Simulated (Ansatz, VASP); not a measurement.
# MgCdSeS in two plane-wave programs, part 2 of 2

One calculation is typed for both programs; each brings its own data sets. How far apart do they land? The cell is invented: As first built, before any earlier steps moved the atoms (in the runner's words): it takes the ZnCdSeS structure with some of its atoms replaced by other elements, volume scaled by an estimate. It may not be a known or stable phase. The cell is taken from a series of VASP runs on this material, whose earlier steps may have relaxed, scaled or displaced it; both programs get it as it stands. Valence electrons are named where the data sets of a main pair hold unlike numbers.

VASP 6.6.1 and Ansatz 0.2.0.

So far: The starting structure; Ansatz: zone-centre phonons, PBE with D3(BJ).

### 3. VASP: zone-centre phonons, PBE with D3(BJ)

Level of this step: PBE with D3(BJ); plane waves and PAW (Cd, Se, S, Mg); invented cell (VASP).

The same cell, functional, mesh and smearing now go to VASP, with its own data sets.

Lines of VASP's logs that name or quote its potential files are left out, and so is its time.

Contents of INCAR:

```
SYSTEM = MgCdSeS
PREC = Accurate
ENCUT = 400
EDIFF = 1E-08
NELM = 100
ISMEAR = -1
SIGMA = 0.05
LREAL = .FALSE.
ALGO = Normal
GGA = PE
IVDW = 12
NBANDS = 19
LORBIT = 11
LWAVE = .FALSE.
LCHARG = .FALSE.
KPAR = 2
IBRION = 6
NFREE = 2
POTIM = 0.015
ISIF = 2
NSW = 1
```

Contents of POSCAR:

```
MgCdSeS
1.0
    4.1477180915     -0.0000000035      0.0000000000
   -2.0738595516      3.5920294095      0.0000000000
    0.0000000000      0.0000000000      6.7863525304
Cd Se S Mg
1 1 1 1
Direct
    0.0000000000      0.0000000000      0.5157483855
    0.3333333300      0.6666666700      0.3624382654
    0.0000000000      0.0000000000      0.8895062893
    0.3333333300      0.6666666700      0.9843070599
```

Contents of KPOINTS:

```
Automatic mesh
0
Gamma
6 6 4
0 0 0
```

The projector-augmented-wave data sets are Cd, Se, S and Mg (PBE family, release 64).

Launch:

```
$ mpirun -np 2 vasp_std
```

Numbers of over 12 decimals in the logs are rounded to 6 here.

What it wrote:

```text
[banner, memory and clock lines left out]
running    2 mpi-ranks, on    1 nodes
 distrk:  each k-point on    1 cores,    2 groups
 distr:  one band on    1 cores,    1 groups

 POSCAR found type information on POSCAR CdSeS Mg
 POSCAR found :  4 types and       4 ions
 LDA part: xc-table for (Slater+PW92), standard interpolation
 POSCAR, INCAR and KPOINTS ok, starting setup
 FFT: planning ... GRIDC
 FFT: planning ... GRID_SOFT
 FFT: planning ... GRID
 WAVECAR not read
 entering main loop
       N       E                     dE             d eps       ncg     rms          rms(c)
DAV:   1     0.117688935531E+03    0.11769E+03   -0.96996E+03   912   0.943E+02
DAV:   2    -0.773114482099E+01   -0.12542E+03   -0.12193E+03  1072   0.235E+02
DAV:   3    -0.146650946952E+02   -0.69339E+01   -0.69135E+01  1113   0.554E+01
DAV:   4    -0.147227729213E+02   -0.57678E-01   -0.57653E-01  1134   0.524E+00
DAV:   5    -0.147234360139E+02   -0.66309E-03   -0.66307E-03  1124   0.545E-01    0.784E+00
DAV:   6    -0.137997247137E+02    0.92371E+00   -0.20871E+00  1009   0.127E+01    0.632E+00
DAV:   7    -0.137619557591E+02    0.37769E-01   -0.71115E-01  1073   0.460E+00    0.324E+00
DAV:   8    -0.137671892907E+02   -0.52335E-02   -0.61098E-02   996   0.262E+00    0.540E-01
DAV:   9    -0.137675024692E+02   -0.31318E-03   -0.10969E-02  1095   0.121E+00    0.114E-01
DAV:  10    -0.137679551683E+02   -0.45270E-03   -0.10410E-03   996   0.308E-01    0.883E-02
DAV:  11    -0.137681880497E+02   -0.23288E-03   -0.25097E-04  1039   0.949E-02    0.316E-02
DAV:  12    -0.137682464819E+02   -0.58432E-04   -0.84170E-05  1033   0.568E-02    0.977E-03
DAV:  13    -0.137682511635E+02   -0.46815E-05   -0.10103E-05  1108   0.259E-02    0.580E-03
DAV:  14    -0.137682514204E+02   -0.25690E-06   -0.97274E-07  1067   0.926E-03    0.378E-03
DAV:  15    -0.137682516625E+02   -0.24219E-06   -0.52112E-07   986   0.490E-03    0.934E-04
DAV:  16    -0.137682516559E+02    0.66752E-08   -0.27457E-08  1061   0.123E-03
   1 F= -.14950292E+02 E0= -.14950292E+02  d E =-.216426E-07
[... from here on, the cycles between the ionic steps are left out ...]
   2 F= -.14949703E+02 E0= -.14949703E+02  d E =-.217803E-07
   3 F= -.14949703E+02 E0= -.14949703E+02  d E =-.217806E-07
  10 F= -.14949677E+02 E0= -.14949677E+02  d E =-.216418E-07
  11 F= -.14949677E+02 E0= -.14949677E+02  d E =-.216375E-07
  12 F= -.14949597E+02 E0= -.14949597E+02  d E =-.224158E-07
  13 F= -.14949389E+02 E0= -.14949389E+02  d E =-.209248E-07
  14 F= -.14949716E+02 E0= -.14949716E+02  d E =-.216478E-07
  15 F= -.14949716E+02 E0= -.14949716E+02  d E =-.216473E-07
  16 F= -.14949496E+02 E0= -.14949496E+02  d E =-.187383E-07
 Finite differences progress:
  Degree of freedom:   8/  8
  Displacement:        1/  2
  Total:              15/ 16
 bond charge predicted
       N       E                     dE             d eps       ncg     rms          rms(c)
DAV:   1    -0.137677205591E+02   -0.33584E-03   -0.36536E-02   912   0.101E+00    0.110E-01
DAV:   2    -0.137678043751E+02   -0.83816E-04   -0.12578E-03  1186   0.194E-01    0.471E-02
DAV:   3    -0.137678075650E+02   -0.31899E-05   -0.10064E-04  1104   0.623E-02    0.209E-02
DAV:   4    -0.137678114897E+02   -0.39247E-05   -0.40482E-05  1137   0.433E-02    0.987E-03
DAV:   5    -0.137678129833E+02   -0.14937E-05   -0.19315E-05  1177   0.283E-02    0.556E-03
DAV:   6    -0.137678134552E+02   -0.47185E-06   -0.48847E-06   989   0.119E-02    0.381E-03
DAV:   7    -0.137678135505E+02   -0.95352E-07   -0.22266E-07  1104   0.249E-03    0.272E-03
DAV:   8    -0.137678136648E+02   -0.11428E-06   -0.92651E-08  1005   0.154E-03    0.801E-04
DAV:   9    -0.137678137093E+02   -0.44428E-07   -0.36551E-08  1009   0.999E-04    0.655E-04
DAV:  10    -0.137678136959E+02    0.13345E-07   -0.56522E-09   806   0.397E-04    0.141E-04
DAV:  11    -0.137678136898E+02    0.60795E-08   -0.17456E-09   465   0.213E-04
  17 F= -.14949783E+02 E0= -.14949783E+02  d E =-.249939E-07
 Finite differences progress:
  Degree of freedom:   8/  8
  Displacement:        2/  2
  Total:              16/ 16
```

Parts of OUTCAR (step 3):

```text
ion  position               nearest neighbor table
   1  0.000  0.000  0.516-   3 2.54   2 2.61   2 2.61   2 2.61
   2  0.333  0.667  0.362-   4 2.57   1 2.61   1 2.61   1 2.61
   3  0.000  0.000  0.890-   4 2.48   4 2.48   4 2.48   1 2.54
   4  0.333  0.667  0.984-   3 2.48   3 2.48   3 2.48   2 2.57

  LATTYP: Found a hexagonal cell.
 ALAT       =     4.1477180915
 C/A-ratio  =     1.6361653277

 Subroutine GETGRP returns: Found  6 space group operations
 (whereof  6 operations were pure point group operations)

The static configuration has the point symmetry C_3v.

 Found     24 irreducible k-points:

   k-points           NKPTS =     24   k-points in BZ     NKDIM =     24   number of bands    NBANDS=     19

   dimension x,y,z NGX =    28 NGY =   28 NGZ =   48
   dimension x,y,z NGXF=    56 NGYF=   56 NGZF=   96

   ENCUT  =  400.0 eV  29.40 Ry    5.42 a.u.   6.76  6.76 11.07*2*pi/ulx,y,z

   NELECT =      26.0000    total number of electrons

 k-points in reciprocal lattice and weights: Automatic mesh
   0.00000000  0.00000000  0.00000000       0.007
   0.16666667  0.00000000  0.00000000       0.042
   0.33333333  0.00000000  0.00000000       0.042
   0.50000000 -0.00000000  0.00000000       0.021
   0.16666667  0.16666667  0.00000000       0.042
   0.33333333  0.16666667  0.00000000       0.083
   0.33333333  0.33333333  0.00000000       0.014
   0.00000000  0.00000000  0.25000000       0.014
   0.16666667  0.00000000  0.25000000       0.042
[...]
0.33333333  0.16666667  0.50000000       0.083
   0.33333333  0.33333333  0.50000000       0.014

 Edisp (eV)   -1.18211

 average (electrostatic) potential at core
       1 -39.2616       2 -55.5581       3 -89.0175       4 -39.5092

 E-fermi :   2.3371

 k-point     1 :       0.0000    0.0000    0.0000
  band No.  band energies     occupation
    ...
      9      -0.1137      2.00000
     10      -0.1137      2.00000
     11       1.0022      2.00000
     12       1.5795      2.00000
     13       1.5795      2.00000
     14       3.0210      0.00000
     15       4.7182      0.00000
     16       7.7822      0.00000
     17       7.7822      0.00000
     18       7.9768      0.00000
    ...

 k-point     2 :       0.1667    0.0000    0.0000
  band No.  band energies     occupation
    ...
      9      -0.8080      2.00000
     10      -0.2646      2.00000
     11       0.2425      2.00000
     12       0.9393      2.00000
     13       1.3491      2.00000
     14       4.0896      0.00000
     15       5.4806      0.00000
     16       7.1910      0.00000
     17       7.8090      0.00000
     18       8.1864      0.00000
    ...

 k-point     3 :       0.3333    0.0000    0.0000
  band No.  band energies     occupation
    ...
      9      -1.7225      2.00000
     10      -1.1209      2.00000
     11      -0.5458      2.00000
     12       0.4003      2.00000
     13       0.9443      2.00000
     14       5.0798      0.00000
     15       5.3774      0.00000
     16       6.5860      0.00000
     17       7.8420      0.00000
     18       8.1263      0.00000
    ...

 Edisp (eV)   -1.18197

  Total       0.05336     0.05336    -0.14739    -0.00000    -0.00000     0.00000
  in kB       0.84552     0.84552    -2.33556    -0.00000    -0.00000     0.00000
  external pressure =       -0.21 kB  Pullay stress =        0.00 kB

  energy-cutoff  :      400.00
  volume of cell :      101.11
      direct lattice vectors                 reciprocal lattice vectors
     4.147718091 -0.000000003  0.000000000     0.241096424  0.139197113  0.000000000
    -2.073859552  3.592029409  0.000000000     0.000000000  0.278394157  0.000000000
     0.000000000  0.000000000  6.786352530     0.000000000  0.000000000  0.147354561

 POSITION                                       TOTAL-FORCE (eV/Angst)
 -----------------------------------------------------------------------------------
      0.00000      0.00000      3.50005         0.000000      0.000000     -0.018409
     -0.00000      2.39469      2.45963        -0.000000      0.000000     -0.050842
      0.00000      0.00000      6.03650        -0.000000      0.000000     -0.006699
     -0.00000      2.39469      6.66485         0.000000     -0.000000      0.075950
 -----------------------------------------------------------------------------------
    total drift:                                0.000014     -0.000001      0.000119

  FREE ENERGIE OF THE ION-ELECTRON SYSTEM (eV)
  ---------------------------------------------------
  free  energy   TOTEN  =       -14.9497825658 eV

  energy  without entropy=      -14.9497825408  energy(sigma->0) =      -14.94978255

 Eigenvectors and eigenvalues of the dynamical matrix
 ----------------------------------------------------

   1 f  =    9.558429 THz    60.057381 2PiTHz  318.834873 cm-1    39.530468 meV
             X         Y         Z           dx          dy          dz
      0.000000  0.000000  3.500050    -0.003355    0.004682   -0.000000
     -0.000000  2.394686  2.459634    -0.003123    0.004358    0.000000
      0.000000  0.000000  6.036503     0.388624   -0.542357   -0.000000
     -0.000000  2.394686  6.679855    -0.433824    0.605438   -0.000000

   2 f  =    9.558428 THz    60.057372 2PiTHz  318.834826 cm-1    39.530462 meV
             X         Y         Z           dx          dy          dz
      0.000000  0.000000  3.500050    -0.004682   -0.003355   -0.000000
     -0.000000  2.394686  2.459634    -0.004358   -0.003123   -0.000000
      0.000000  0.000000  6.036503     0.542357    0.388624    0.000000
     -0.000000  2.394686  6.679855    -0.605438   -0.433824   -0.000000

   3 f  =    8.217729 THz    51.633515 2PiTHz  274.113938 cm-1    33.985782 meV
             X         Y         Z           dx          dy          dz
      0.000000  0.000000  3.500050    -0.000000    0.000000   -0.016948
     -0.000000  2.394686  2.459634    -0.000000   -0.000000   -0.339524
      0.000000  0.000000  6.036503     0.000000    0.000000   -0.229154
     -0.000000  2.394686  6.679855    -0.000000   -0.000000    0.912099

   4 f  =    7.870643 THz    49.452707 2PiTHz  262.536383 cm-1    32.550348 meV
             X         Y         Z           dx          dy          dz
      0.000000  0.000000  3.500050     0.000000    0.000000    0.305053
     -0.000000  2.394686  2.459634    -0.000000   -0.000000    0.277095
      0.000000  0.000000  6.036503     0.000000    0.000000   -0.903437
     -0.000000  2.394686  6.679855     0.000000   -0.000000   -0.118162

   5 f  =    5.382754 THz    33.820838 2PiTHz  179.549333 cm-1    22.261270 meV
             X         Y         Z           dx          dy          dz
      0.000000  0.000000  3.500050    -0.359617    0.501875   -0.000000
     -0.000000  2.394686  2.459634     0.457045   -0.637844   -0.000000
      0.000000  0.000000  6.036503    -0.023749    0.033144    0.000000
     -0.000000  2.394686  6.679855    -0.021784    0.030401   -0.000000

   6 f  =    5.382753 THz    33.820833 2PiTHz  179.549306 cm-1    22.261267 meV
             X         Y         Z           dx          dy          dz
      0.000000  0.000000  3.500050     0.501875    0.359617    0.000000
     -0.000000  2.394686  2.459634    -0.637844   -0.457045    0.000000
      0.000000  0.000000  6.036503     0.033144    0.023749    0.000000
     -0.000000  2.394686  6.679855     0.030401    0.021784   -0.000000

   7 f  =    4.825676 THz    30.320619 2PiTHz  160.967239 cm-1    19.957385 meV
             X         Y         Z           dx          dy          dz
      0.000000  0.000000  3.500050     0.000000   -0.000000   -0.672513
     -0.000000  2.394686  2.459634    -0.000000    0.000000    0.699743
      0.000000  0.000000  6.036503    -0.000000    0.000000   -0.043465
     -0.000000  2.394686  6.679855    -0.000000    0.000000    0.237059

   8 f  =    1.514981 THz     9.518904 2PiTHz   50.534316 cm-1     6.265454 meV
             X         Y         Z           dx          dy          dz
      0.000000  0.000000  3.500050     0.231317   -0.322822   -0.000000
     -0.000000  2.394686  2.459634     0.145745   -0.203399   -0.000000
      0.000000  0.000000  6.036503    -0.381659    0.532638   -0.000000
     -0.000000  2.394686  6.679855    -0.344732    0.481102   -0.000000

   9 f  =    1.514980 THz     9.518903 2PiTHz   50.534309 cm-1     6.265453 meV
             X         Y         Z           dx          dy          dz
      0.000000  0.000000  3.500050    -0.322822   -0.231317   -0.000000
     -0.000000  2.394686  2.459634    -0.203399   -0.145745   -0.000000
      0.000000  0.000000  6.036503     0.532638    0.381659   -0.000000
     -0.000000  2.394686  6.679855     0.481102    0.344732   -0.000000

  10 f/i=    0.003486 THz     0.021902 2PiTHz    0.116276 cm-1     0.014416 meV
             X         Y         Z           dx          dy          dz
      0.000000  0.000000  3.500050    -0.000000    0.000000   -0.674079
     -0.000000  2.394686  2.459634    -0.000000    0.000000   -0.564182
      0.000000  0.000000  6.036503    -0.000000    0.000000   -0.359723
     -0.000000  2.394686  6.679855    -0.000000    0.000000   -0.312916

  11 f/i=    0.019154 THz     0.120346 2PiTHz    0.638899 cm-1     0.079213 meV
             X         Y         Z           dx          dy          dz
      0.000000  0.000000  3.500050    -0.551959   -0.395453   -0.000000
     -0.000000  2.394686  2.459634    -0.461010   -0.330292   -0.000000
      0.000000  0.000000  6.036503    -0.286011   -0.204913   -0.000000
     -0.000000  2.394686  6.679855    -0.248624   -0.178128   -0.000000

  12 f/i=    0.019154 THz     0.120346 2PiTHz    0.638899 cm-1     0.079213 meV
             X         Y         Z           dx          dy          dz
      0.000000  0.000000  3.500050     0.395453   -0.551959   -0.000000
     -0.000000  2.394686  2.459634     0.330292   -0.461010   -0.000000
      0.000000  0.000000  6.036503     0.204913   -0.286011   -0.000000
     -0.000000  2.394686  6.679855     0.178128   -0.248624   -0.000000

 ELASTIC MODULI CONTR FROM IONIC RELAXATION (kBar)
 Direction    XX          YY          ZZ          XY          YZ          ZX
 --------------------------------------------------------------------------------
 XX        -351.0708    116.7507    168.7863      0.0000    -70.6838      0.0000
 YY         116.7507   -351.0709    168.7863      0.0000     70.6838     -0.0000
 ZZ         168.7863    168.7863   -382.4008     -0.0000      0.0000      0.0000
 XY           0.0000      0.0000     -0.0000   -233.9108     -0.0000    -70.6838
 YZ         -70.6838     70.6838      0.0000     -0.0000   -106.1309      0.0000
 ZX           0.0000     -0.0000      0.0000    -70.6838      0.0000   -106.1309
 --------------------------------------------------------------------------------

 total charge
# of ion       s       p       d       tot
------------------------------------------
    1        0.442   0.333   9.554  10.329
    2        1.439   2.443   0.020   3.902
    3        1.314   2.464   0.000   3.777
    4        0.161   0.135   0.034   0.331
--------------------------------------------------
tot          3.356   5.374   9.609  18.339

[... 3 further parts left out ...]
```

CONTCAR:

```
MgCdSeS
   1.00000000000000
     4.1477180914999998   -0.0000000035000000    0.0000000000000000
    -2.0738595516000000    3.5920294094999998    0.0000000000000000
     0.0000000000000000    0.0000000000000000    6.7863525304000003
  Cd              Se              S               Mg
     1     1     1     1
Direct
     0.0000000000000000    0.0000000000000000    0.5157483854999967
     0.3333333300000021    0.6666666699999979    0.3624382654000016
     0.0000000000000000    0.0000000000000000    0.8895062893000016
     0.3333333300000021    0.6666666699999978    0.9820967414803738
```

The last energy, forces, stress and levels in OUTCAR belong to the last displaced cell, not to the cell of POSCAR.

Levels, forces or a CONTCAR printed for this step are those of its last displaced cell, not of the structure at rest.

### 4. Comparison

Known differences besides the potentials themselves: the data sets hold 52 valence electrons in Ansatz (on its default PAW (the set named soft_2) files) and 26 in VASP; the cutoff is 420 eV in Ansatz and 400 eV in VASP; VASP leaves aspherical gradient terms in its spheres out (LASPH is not set), Ansatz keeps them; Ansatz takes the dispersion share of the force constants at frozen C6 weights, VASP differentiates the full forces; VASP uses finite displacements, Ansatz perturbation theory. Total energies have different zeros and are not compared.

Compared:

```
                  quantity  Ansatz   VASP  difference
optical mode 1 to 2 (cm⁻¹)    51.7   50.5     +2.29 %
     optical mode 3 (cm⁻¹)   159.9  161.0     -0.64 %
optical mode 4 to 5 (cm⁻¹)   176.9  179.5     -1.49 %
     optical mode 6 (cm⁻¹)   259.7  262.5     -1.07 %
     optical mode 7 (cm⁻¹)   273.4  274.1     -0.24 %
optical mode 8 to 9 (cm⁻¹)   319.0  318.8     +0.05 %
```

Modes are paired by rising frequency, not by their patterns, so a pair may set unlike modes beside each other; they are those without the splitting of longitudinal modes.

### 5. Results

- r.m.s. difference of the optical zone-centre modes, each program's sorted by frequency (zone-centre phonons, PBE with D3(BJ)): 1.7 cm⁻¹
- difference in optical mode 1 to 2 (zone-centre phonons, PBE with D3(BJ)): +2.3 %

**Reading.** The r.m.s. difference of the optical zone-centre modes, each program's sorted by frequency is 1.7 cm⁻¹ (zone-centre phonons, PBE with D3(BJ)). The data sets hold unlike numbers of valence electrons (52 in Ansatz and 26 in VASP), so part of the differences comes from the potentials. Among the rows given in per cent, the largest difference of the zone-centre phonons, PBE with D3(BJ) pair is in optical mode 1 to 2, +2.3 %. Such differences can come from data sets, numerical settings and the points named under the comparisons, not from the functional's error against experiment.

[Lines on the potential files, build, host, timing and source positions are cut from VASP's logs without a mark.]

[Logs are printed without paths, hosts, clocks, repeated set-up lines and the standing remarks that a program may print on its own settings, such as how far it seeks lower states.]

[Hosts, paths, dates, database ids (printed as entryN), source tags and the programs' standing remarks are cut or masked in the printed files.]
